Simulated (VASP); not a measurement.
Data:

```
Ga4AsSb3
1.0
    6.09402     0.00000     0.00000
    0.00000     6.09402     0.00000
    0.00000     0.00000     6.09402
Ga Sb As
4 3 1
Direct
  0.00877   0.99123   0.99123
  0.49123   0.50877   0.99123
  0.49123   0.99123   0.50877
  0.00877   0.50877   0.50877
  0.25000   0.25000   0.25000
  0.75000   0.75000   0.25000
  0.75000   0.25000   0.75000
  0.25000   0.75000   0.75000
```

Calculation: PBE GGA, VASP's PBE PAW potentials (set 64) (plane waves; VASP). Run with 400 eV cut-off, 4×4×4 Γ-centred mesh, Gaussian smearing of 0.050 eV, potentials Ga_d Sb As.

Unless said otherwise, spin-orbit coupling is left out, though it shifts the bands of the heavy elements here.

Problem. Predict the energy per atom (σ→0), band gap (on the k-mesh) with the smallest direct gap where there is one.

Solution. 
```json
{
 "band gap (on the k-mesh)": "none (metal, semimetal or under 0.01 eV)",
 "energy per atom (σ→0)": "-364.2 kJ/mol of atoms"
}
```

Only differences to runs with the same potentials and settings are physical.

The structure was generated: Ga4AsSb3 was put into an ordered model structure (P-43m), which need not be its known phase. It was relaxed first, which changed the volume by +5 %.
